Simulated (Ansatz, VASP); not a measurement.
**PbF2 (Fluorocronite) in two plane-wave programs**

Wanted: the spread between two codes on one cell, functional and k mesh. The cell is taken from a series of VASP runs on this material, whose earlier steps may have relaxed, scaled or displaced it; both programs get it as it stands. Other levels of theory on this material are compared in a session of their own. Valence electrons are named where the data sets of a main pair hold unlike numbers.

Method: plane waves, with VASP 6.6.1 beside it; LDA and LDA, spin-orbit coupling, in Ansatz 0.2.0.

**1. The starting structure**

Symmetry: Fm-3m, No. 225, cubic system. Conventional cell: a = 5.931 Å, b = 5.931 Å, c = 5.931 Å, α = 90.00°, β = 90.00°, γ = 90.00°. Nearest to Pb lie 8 F at 2.57 Å. Nearest to F lie 4 Pb at 2.57 Å. Farther neighbours and most contacts between anions are not listed.

As a file:

```cif
data_structure
_symmetry_space_group_name_H-M 'Fm-3m'
_symmetry_Int_Tables_number 225
_cell_length_a 5.9306
_cell_length_b 5.9306
_cell_length_c 5.9306
_cell_angle_alpha 90.000
_cell_angle_beta 90.000
_cell_angle_gamma 90.000
_cell_volume 208.59
loop_
_atom_site_label
_atom_site_type_symbol
_atom_site_symmetry_multiplicity
_atom_site_Wyckoff_symbol
_atom_site_fract_x
_atom_site_fract_y
_atom_site_fract_z
_atom_site_occupancy
Pb1 Pb 4 a 0.00000 0.00000 0.00000 1
F1 F 8 c 0.25000 0.25000 0.75000 1
```

**2. Ansatz: band structure, LDA**

Ansatz runs on its default PAW (the set named soft_2) files.

Levels along a path test the potential and the projectors away from the mesh points.

File input.yaml:

```yaml
crystal:
  lattice:
    - [0.0, 2.9653, 2.9653]
    - [2.9653, 0.0, 2.9653]
    - [2.9653, 2.9653, 0.0]
  atoms:
    - { symbol: Pb, position: [0.0, 0.0, 0.0] }
    - { symbol: F, position: [0.75, 0.75, 0.75] }
    - { symbol: F, position: [0.25, 0.25, 0.25] }
hamiltonian:
  xc: lda
  pseudopotentials: { kind: paw }
kpoints:
  mp_grid: { grid: [6, 6, 6] }
  band_path:
    path:
      - [0.0, 0.0, 0.0]
      - [0.16667, 0.0, 0.16667]
      - [0.33333, 0.0, 0.33333]
      - [0.5, 0.0, 0.5]
      - [0.5, 0.08333, 0.58333]
      - [0.5, 0.19444, 0.69444]
      - [0.5, 0.25, 0.75]
      - [0.45833, 0.29167, 0.75]
      - [0.40278, 0.34722, 0.75]
      - [0.375, 0.375, 0.75]
      - [0.20833, 0.20833, 0.41667]
      - [0.08333, 0.08333, 0.16667]
      - [0.0, 0.0, 0.0]
      - [0.22222, 0.22222, 0.22222]
      - [0.38889, 0.38889, 0.38889]
      - [0.51389, 0.47222, 0.51389]
      - [0.55556, 0.38889, 0.55556]
      - [0.61111, 0.27778, 0.61111]
      - [0.61111, 0.25, 0.63889]
      - [0.56944, 0.25, 0.68056]
      - [0.51389, 0.25, 0.73611]
      - [0.5, 0.27778, 0.72222]
      - [0.5, 0.38889, 0.61111]
      - [0.5, 0.47222, 0.52778]
      - [0.48611, 0.48611, 0.52778]
      - [0.43056, 0.43056, 0.63889]
      - [0.38889, 0.38889, 0.72222]
      - [0.59722, 0.19444, 0.59722]
      - [0.55556, 0.11111, 0.55556]
      - [0.5, 0.0, 0.5]
    npoints: 1
scf:
  occupations: { method: gaussian, width: 0.03 }
  n_extra_bands: 7
output:
  forces: true
  stress: true
  eigenvalues: true
  write_density: true
  write_potential: true
  elf: true
  volumetric_format: npy
```

Started as:

```sh
> ansatz run input.yaml --threads 2 --pin off --max-ram 4608MiB --backend cpu --events-out ev --progress --plain --runs-dir out
```

Numbers of over 12 decimals in the logs are rounded to 6 here.

Log:

```text
scf.n_extra_bands = 7 over 14 filled bands (N_el = 28.0): the run solves 21 bands
Engine: ansatz 0.2.0, aarch64-unknown-linux-gnu
Pseudopotentials: kind: paw
Pseudopotential: Pb, paw, valence charge 14, recommended cutoff 420 eV (normal), Pb.paw.azcp
Pseudopotential: F, paw, valence charge 7, recommended cutoff 420 eV (normal), F.paw.azcp
Functional definition: SPW92
  exchange = slater_x
  correlation = pw_c
Crystal: 3 atoms, lattice volume = 52.148 Å³
Basis set: ecut = 420 eV, 965 PW (Γ)
Bands: 21, of which v1, the nominal top of the filled ones, is band 14 counted from 1 (13 counted from 0)
Symmetry: 48 space group operations
Space group: Fm-3m (ITA 225), of the structure as read, at distance tolerance 3.7e-5 Å
k-points: 16 of 216
Non-local potential: Pb, projectors of the file, l = 0: 2, l = 1: 2, l = 2: 2, l = 3: 2
Non-local potential: F, projectors of the file, l = 0: 2, l = 1: 2, l = 2: 1
PAW form: soft (Blöchl's): semilocal exchange-correlation on the pseudo side does not see the compensation charge
PAW frozen core: Pb, regenerated for the run's functional, and the local potential with it (the file was generated under x = pbe(κ = 0.804, μ = 0.219515), c = pbe(β = 0.066725))
PAW frozen core: F, regenerated for the run's functional, and the local potential with it (the file was generated under x = pbe(κ = 0.804, μ = 0.219515), c = pbe(β = 0.066725))
PAW one-centre angular grid: Pb, 590 points (default); XC on 64 Gauss nodes
PAW one-centre angular grid: F, 110 points (default); XC on 64 Gauss nodes
Initial density: superposition of atomic densities (neutral atoms: chi_scale 0, normalization atom), corrected by the library's trained network
Initial wavefunctions: pseudopotential atomic-orbital guess
Functional: x = slater, c = lda
SCF iter   1: F=—  HF=-13191.260164 eV  |F-HF|=—  |Δ(HF+E_count)|=         —  Δρ=1.95e-2  dr2=1.52e-1  ethr=1.77e-3  ⟨swp⟩=6.1  Hψ=1709  notcnv=0  defer=1
preconditioner: auto → none  [insulator: Δε(μ)=4.032 eV  Ē_g=19.949 eV  σ=0.030 eV  W_gap=1.00  n_scr=14 (ndim 8)  ℏωp=27.2 eV  f_vac=0.132  D(μ)=0.00/eV (n_scr^D=0)  ε∞_Penn≈2.9]
SCF iter   2: F=—  HF=-13191.237826 eV  |F-HF|=—  |Δ(HF+E_count)|=   2.23e-2  Δρ=1.48e-2  dr2=6.72e-2  ethr=5.44e-4  ⟨swp⟩=2.1  Hψ=756  notcnv=0  defer=44
SCF iter   3: F=—  HF=-13191.218707 eV  |F-HF|=—  |Δ(HF+E_count)|=   1.91e-2  Δρ=1.45e-3  dr2=5.77e-4  ethr=2.40e-4  ⟨swp⟩=2.1  Hψ=526  notcnv=0  defer=44
SCF iter   4: F=—  HF=-13191.218440 eV  |F-HF|=—  |Δ(HF+E_count)|=   2.67e-4  Δρ=3.12e-4  dr2=2.45e-5  ethr=2.06e-6  ⟨swp⟩=2.0  Hψ=586  notcnv=0  defer=44
SCF iter   5: F=—  HF=-13191.218437 eV  |F-HF|=—  |Δ(HF+E_count)|=   3.16e-6  Δρ=8.31e-5  dr2=4.27e-6  ethr=8.76e-8  ⟨swp⟩=2.0  Hψ=481  notcnv=0  defer=44
SCF iter   6: F=-13191.218435 eV  HF=-13191.218435 eV  |F-HF|=5.95e-8  |Δ(HF+E_count)|=   1.70e-6  Δρ=1.27e-5  dr2=8.98e-8  ethr=3.57e-10  ⟨swp⟩=11.6  Hψ=2695  notcnv=0
SCF 1 converged in 6 iterations: F = -13191.218435 eV  dr2 = 8.98e-8
  greatest PAW one-centre occupation: 0.984 electrons in one spin orbital (limit 2), on the Pb atom at site 0 (counted from 0), in its partial waves of l = 2
NSCF: frozen V_eff on 30 k-points
SCF converged after 6 iterations
Free energy (F): -13191.218435 eV
Harris-Foulkes:  -13191.218435 eV  (|F-HF|=5.95e-8)
Internal energy: -13191.218435 eV  (E = F + TS)
E sigma→0 (E₀):  -13191.218435 eV
Fermi energy:    6.641434 eV
--- Per-component energies (eV) ---
  E_band       = -133.457374
  E_kinetic    = 694.626017
  E_local      = -2255.841203  (includes V_loc(G=0)·N_el)
  E_nonlocal   = 505.607010
  E_hartree    = 860.119337
  E_xc         = -375.507253
  E_vxc        = -335.673036  (∫ρ·V_xc dr)
  E_paw        = -10472.662943  (= ΣΔE_a)
  E_vpaw       = -462.424040  (= ΣTr[D̂ρ^β])
  E_aug_tail   = 0.004022  (compensation charges beyond the density's cutoff)
  E_ewald      = -2147.712213
  E_core_change = 0.148790  (= ΣΔE_core)
  E_smearing   = -0.000000  (= −TS)
  E_closure    = 0.000000  (closes the sum)
  Σ components = -13191.218435   (vs F -13191.218435, Δ=0.00e0)
--- Forces (eV/Å), atoms counted from 1 ---
  atom   1  Pb    -0.00000000     0.00000000    -0.00000000
  atom   2  F     -0.00000000     0.00000000     0.00000000
  atom   3  F      0.00000000    -0.00000000    -0.00000000
  max |Σ_I F_I| component: 4.63e-18 eV/Å
--- Stress (GPa, compression-positive) ---
       -4.636812       0.000000       0.000000
       -0.000000      -4.636812       0.000000
       -0.000000       0.000000      -4.636812
  P = ⅓ Tr σ = -4.6368 GPa (-46.368 kbar)
--- Band table (eV; the first three rows and the last of 16) ---
  k-point 0: bands = [... 10 lower, 2.0629, 2.5628, 2.5628, 2.5628, 11.1231, 11.1231, 11.1231, 14.7909, ... 3 higher]
  k-point 1: bands = [... 10 lower, 2.0049, 2.5204, 2.5204, 3.2058, 10.2999, 11.3477, 11.3477, 16.2186, ... 3 higher]
  k-point 2: bands = [... 10 lower, 1.8946, 2.4358, 2.4358, 4.1118, 9.5571, 11.8077, 11.8077, 17.3820, ... 3 higher]
  k-point 15: bands = [... 10 lower, 2.3692, 2.9414, 3.0517, 4.4808, 9.6267, 11.2895, 11.8920, 14.0505, ... 3 higher]
```

Wall time 2.2 s (2 threads of Arm Neoverse N1, shared host); peak memory 0.28 GiB.

Reading the cycles: dr2 is the Hartree energy of the density residual (eV), the measure of convergence; HF is the Harris–Foulkes estimate of the energy, which meets the free energy F at convergence.

**3. VASP: band structure, LDA**

The same cell, functional (in two slightly different forms), mesh and smearing now go to VASP, with its own data sets.

Lines of VASP's logs that name or quote its potential files are left out, and so is its time.

File INCAR:

```
SYSTEM = PbF2
PREC = Accurate
ENCUT = 460
EDIFF = 1E-06
NELM = 100
ISMEAR = 0
SIGMA = 0.03
LREAL = .FALSE.
ALGO = Normal
GGA = CA
NBANDS = 27
LORBIT = 11
LWAVE = .FALSE.
LCHARG = .FALSE.
KPAR = 4
LASPH = .TRUE.
```

File POSCAR:

```
PbF2
1.0
    0.0000000000      2.9653000000      2.9653000000
    2.9653000000      0.0000000000      2.9653000000
    2.9653000000      2.9653000000      0.0000000000
Pb F
1 2
Direct
    0.0000000000      0.0000000000      0.0000000000
    0.7500000000      0.7500000000      0.7500000000
    0.2500000000      0.2500000000      0.2500000000
```

File KPOINTS:

```
Automatic mesh
0
Gamma
6 6 6
0 0 0
```

File KPOINTS_OPT:

```
Line mode
10
Line-mode
Reciprocal
  0.00000000   0.00000000   0.00000000 GAMMA
  0.50000000   0.00000000   0.50000000 X

  0.50000000   0.00000000   0.50000000 X
  0.50000000   0.25000000   0.75000000 W

  0.50000000   0.25000000   0.75000000 W
  0.37500000   0.37500000   0.75000000 K

  0.37500000   0.37500000   0.75000000 K
  0.00000000   0.00000000   0.00000000 GAMMA

  0.00000000   0.00000000   0.00000000 GAMMA
  0.50000000   0.50000000   0.50000000 L

  0.50000000   0.50000000   0.50000000 L
  0.62500000   0.25000000   0.62500000 U

  0.62500000   0.25000000   0.62500000 U
  0.50000000   0.25000000   0.75000000 W

  0.50000000   0.25000000   0.75000000 W
  0.50000000   0.50000000   0.50000000 L

  0.50000000   0.50000000   0.50000000 L
  0.37500000   0.37500000   0.75000000 K

  0.62500000   0.25000000   0.62500000 U
  0.50000000   0.00000000   0.50000000 X
```

The projector-augmented-wave data sets are Pb_d and F (LDA family, release 64).

Started as:

```sh
> mpirun -np 4 vasp_std
```

Log:

```text
[banner, memory and clock lines left out]
running    4 mpi-ranks, on    1 nodes
 distrk:  each k-point on    1 cores,    4 groups
 distr:  one band on    1 cores,    1 groups

 POSCAR found type information on POSCAR PbF
 POSCAR found :  2 types and       3 ions
 LDA part: xc-table for (Slater(with rela. corr.)+CA(PZ))
 , standard interpolation
 POSCAR, INCAR and KPOINTS ok, starting setup
 FFT: planning ... GRIDC
 FFT: planning ... GRID_SOFT
 FFT: planning ... GRID
 WAVECAR not read
 entering main loop
       N       E                     dE             d eps       ncg     rms          rms(c)
DAV:   1     0.258392243680E+03    0.25839E+03   -0.13034E+04   896   0.108E+03
DAV:   2     0.342046760677E+01   -0.25497E+03   -0.23678E+03   951   0.328E+02
DAV:   3    -0.172448849828E+02   -0.20665E+02   -0.20464E+02   982   0.101E+02
DAV:   4    -0.177152603077E+02   -0.47038E+00   -0.47008E+00   986   0.159E+01
DAV:   5    -0.177298245698E+02   -0.14564E-01   -0.14563E-01  1147   0.286E+00    0.745E+00
DAV:   6    -0.159981967604E+02    0.17316E+01   -0.65397E+00  1263   0.174E+01    0.269E+00
DAV:   7    -0.159549943609E+02    0.43202E-01   -0.37355E-01   950   0.308E+00    0.148E+00
DAV:   8    -0.159223122743E+02    0.32682E-01   -0.10939E-01  1049   0.258E+00    0.542E-01
DAV:   9    -0.159189307750E+02    0.33815E-02   -0.13670E-02  1017   0.697E-01    0.914E-02
DAV:  10    -0.159192427437E+02   -0.31197E-03   -0.65354E-04   955   0.251E-01    0.394E-02
DAV:  11    -0.159191931205E+02    0.49623E-04   -0.81475E-05  1050   0.767E-02    0.145E-02
DAV:  12    -0.159191898304E+02    0.32901E-05   -0.19794E-05  1089   0.430E-02    0.478E-03
DAV:  13    -0.159191902945E+02   -0.46415E-06   -0.17314E-06   947   0.824E-03
   1 F= -.15919190E+02 E0= -.15919190E+02  d E =-.684343E-16
 Start KPOINTS_OPT (optional k-point list driver)
k-point batch [1-16\100]
       N       E                     dE             ncg
DAV:   1     0.105115740057E+04   -0.91184E+04      904
DAV:   2    -0.311042053821E+04   -0.41616E+04      933
DAV:   3    -0.349868766310E+04   -0.38827E+03      977
DAV:   4    -0.350881181062E+04   -0.10124E+02     1080
DAV:   5    -0.350911548558E+04   -0.30367E+00     1142
DAV:   6    -0.350912841046E+04   -0.12925E-01     1136
DAV:   7    -0.350912902586E+04   -0.61540E-03     1176
DAV:   8    -0.350912903667E+04   -0.10805E-04     1013
DAV:   9    -0.350912903682E+04   -0.15420E-06      664
[...]
k-point batch [97-100\100]
       N       E                     dE             ncg
DAV:   1     0.109324815619E+05   -0.34450E+04      227
DAV:   2     0.991913965748E+04   -0.10133E+04      235
DAV:   3     0.982105163419E+04   -0.98088E+02      240
DAV:   4     0.981854170264E+04   -0.25099E+01      304
DAV:   5     0.981846912292E+04   -0.72580E-01      288
DAV:   6     0.981846637400E+04   -0.27489E-02      306
DAV:   7     0.981846619290E+04   -0.18110E-03      304
DAV:   8     0.981846619229E+04   -0.61397E-06      266
```

OUTCAR, selected parts (step 3):

```text
ion  position               nearest neighbor table
   1  0.000  0.000  0.000-   2 2.57   3 2.57   2 2.57   2 2.57   2 2.57   3 2.57   3 2.57   3 2.57

  LATTYP: Found a face centered cubic cell.
 ALAT       =     5.9306000000

 Subroutine GETGRP returns: Found 48 space group operations
 (whereof 48 operations were pure point group operations)

The static configuration has the point symmetry O_h .

 Found     16 irreducible k-points:

   k-points           NKPTS =     16   k-points in BZ     NKDIM =     16   number of bands    NBANDS=     27

   dimension x,y,z NGX =    30 NGY =   30 NGZ =   30
   dimension x,y,z NGXF=    60 NGYF=   60 NGZF=   60

   ENCUT  =  460.0 eV  33.81 Ry    5.81 a.u.   7.33  7.33  7.33*2*pi/ulx,y,z

   NELECT =      28.0000    total number of electrons

 k-points in reciprocal lattice and weights: Automatic mesh
   0.00000000  0.00000000  0.00000000       0.005
   0.16666667  0.00000000  0.00000000       0.037
   0.33333333  0.00000000  0.00000000       0.037
   0.50000000  0.00000000  0.00000000       0.019
   0.16666667  0.16666667  0.00000000       0.028
   0.33333333  0.16666667  0.00000000       0.111
   0.50000000  0.16666667  0.00000000       0.111
  -0.33333333  0.16666667  0.00000000       0.111
  -0.16666667  0.16666667  0.00000000       0.056
[...]
-0.33333333  0.33333333  0.16666667       0.111
  -0.33333333  0.50000000  0.16666667       0.056

 average (electrostatic) potential at core
       1 -93.2998       2 -75.2954       3 -75.2954

 E-fermi :   1.6286

 k-point     1 :       0.0000    0.0000    0.0000
  band No.  band energies     occupation
    ...
     10      -1.0143      2.00000
     11      -1.0143      2.00000
     12      -0.5090      2.00000
     13      -0.5090      2.00000
     14      -0.5090      2.00000
     15       8.0551      0.00000
     16       8.0551      0.00000
     17       8.0551      0.00000
     18      11.7391      0.00000
     19      16.3118      0.00000
    ...

 k-point     2 :       0.1667    0.0000    0.0000
  band No.  band energies     occupation
    ...
     10      -1.0700      2.00000
     11      -1.0700      2.00000
     12      -0.5523      2.00000
     13      -0.5523      2.00000
     14       0.1442      2.00000
     15       7.2325      0.00000
     16       8.2811      0.00000
     17       8.2811      0.00000
     18      13.1653      0.00000
     19      15.6742      0.00000
    ...

 k-point     3 :       0.3333    0.0000    0.0000
  band No.  band energies     occupation
    ...
     10      -1.1796      2.00000
     11      -1.1796      2.00000
     12      -0.6377      2.00000
     13      -0.6377      2.00000
     14       1.0634      2.00000
     15       6.4873      0.00000
     16       8.7444      0.00000
     17       8.7444      0.00000
     18      14.3158      0.00000
     19      15.0654      0.00000
    ...

  Total       -1.9050562     -1.9050562     -1.9050562     -0.0000000     -0.0000000      0.0000000
  in kB      -58.5305305    -58.5305305    -58.5305305     -0.0000000     -0.0000000      0.0000000
  external PRESSURE =     -58.5305305 kB  Pullay stress =       0.0000000 kB

  energy-cutoff  :      460.00
  volume of cell :       52.15
      direct lattice vectors                 reciprocal lattice vectors
     0.000000000  2.965300000  2.965300000    -0.168617003  0.168617003  0.168617003
     2.965300000  0.000000000  2.965300000     0.168617003 -0.168617003  0.168617003
     2.965300000  2.965300000  0.000000000     0.168617003  0.168617003 -0.168617003

 POSITION                                       TOTAL-FORCE (eV/Angst)
 -----------------------------------------------------------------------------------
      0.00000      0.00000      0.00000        -0.000000      0.000000      0.000000
      4.44795      4.44795      4.44795        -0.000000      0.000000     -0.000000
      1.48265      1.48265      1.48265         0.000000     -0.000000      0.000000
 -----------------------------------------------------------------------------------
    total drift:                                0.000000     -0.000000      0.000000

  FREE ENERGIE OF THE ION-ELECTRON SYSTEM (eV)
  ---------------------------------------------------
  free  energy   TOTEN  =       -15.9191902945 eV

  energy  without entropy=      -15.9191902945  energy(sigma->0) =      -15.91919029

 total charge
# of ion       s       p       d       tot
------------------------------------------
    1        1.543   0.297   9.859  11.699
    2        1.743   4.301   0.000   6.044
    3        1.743   4.301   0.000   6.044
--------------------------------------------------
tot          5.030   8.898   9.859  23.786

[... 3 further parts left out ...]
```

The run ends at a pressure of -5.85 GPa.

**4. Comparison**

Known differences besides the potentials themselves: the two LDA forms differ slightly; the cutoff is 420 eV in Ansatz and 460 eV in VASP; VASP's log shows a relativistic correction to its local exchange, Ansatz's none. Total energies have different zeros and are not compared.

Both answers:

| quantity | Ansatz | VASP | difference |
| --- | --- | --- | --- |
| pressure (GPa) | -4.64 | -5.85 | +1.22 |
| pressure without Ansatz's Pulay correction (GPa) | -5.31 | -5.85 | +0.55 |
| gap over the path points (eV) | 4.263 | 4.224 | +0.039 |

Levels at points of the path, from each program's valence-band top (eV; 4 filled, then empty):

| k (reciprocal lattice) | Ansatz | VASP |
| --- | --- | --- |
| 0.000 0.000 0.000 | -2.46 -1.96 -1.96 -1.96 6.61 6.61 6.61 | -2.50 -1.99 -1.99 -1.99 6.57 6.57 6.57 |
| 0.167 0.000 0.167 | -2.24 -1.80 -1.80 -1.42 5.49 6.93 6.93 | -2.28 -1.84 -1.84 -1.44 5.46 6.91 6.91 |
| 0.333 0.000 0.333 | -1.78 -1.61 -1.61 -0.55 4.47 7.51 7.51 | -1.81 -1.64 -1.64 -0.56 4.44 7.49 7.49 |
| 0.500 0.000 0.500 | -1.52 -1.52 -1.52 -0.16 4.26 7.76 7.76 | -1.56 -1.55 -1.55 -0.16 4.22 7.74 7.74 |
| 0.500 0.083 0.583 | -1.70 -1.55 -1.49 -0.12 4.50 7.47 7.58 | -1.74 -1.59 -1.52 -0.12 4.46 7.45 7.56 |
| 0.500 0.194 0.694 | -2.33 -1.58 -1.46 -0.02 5.37 6.49 7.33 | -2.36 -1.61 -1.50 -0.02 5.33 6.46 7.30 |
| 0.500 0.250 0.750 | -2.68 -1.59 -1.46 0.00 5.92 5.92 7.30 | -2.72 -1.62 -1.49 0.00 5.89 5.89 7.27 |
| 0.458 0.292 0.750 | -2.42 -1.59 -1.48 -0.01 5.53 6.29 7.38 | -2.45 -1.63 -1.51 -0.01 5.50 6.25 7.35 |
| 0.403 0.347 0.750 | -2.11 -1.65 -1.53 -0.03 5.22 6.49 7.68 | -2.15 -1.69 -1.56 -0.03 5.18 6.46 7.66 |
| 0.375 0.375 0.750 | -2.05 -1.68 -1.53 -0.03 5.18 6.51 7.75 | -2.09 -1.71 -1.56 -0.04 5.14 6.48 7.73 |

Among the levels compared at these points, filled levels agree within 40 meV and empty ones within 39 meV. Ansatz's pressure holds a Pulay correction of 0.67 GPa; VASP's holds none.

**5. Other set-ups**

Further runs change the set-up of one program: Ansatz's method, potentials or start, or VASP's data sets, cutoff or form of LDA. The table gives Ansatz less VASP for each quantity, since a change that brings one quantity closer may part another.

| run | pressure (GPa) | gap over the path points (eV) | pressure without Ansatz's Pulay correction (GPa) |
| --- | --- | --- | --- |
| as above | 1.2 | 0.039 | 0.55 |
| cores kept as stored | 1.2 | 0.035 | 0.64 |
| Ansatz's all-electron LAPW method | 1.3 | 0.026 |  |
| Ansatz's larger PAW set (cutoff 1300 eV) | 1.3 | 0.036 |  |
| norm-conserving potentials (cutoff 1143 eV) | 1.2 | 0.043 |  |

(Part 1 of 2 ends here.)

[Lines on the potential files, build, host, timing and source positions are cut from VASP's logs without a mark.]

[Logs are printed without paths, hosts, clocks, repeated set-up lines and the standing remarks that a program may print on its own settings, such as how far it seeks lower states.]

[Hosts, paths, dates, database ids (printed as entryN), source tags and the programs' standing remarks are cut or masked in the printed files.]
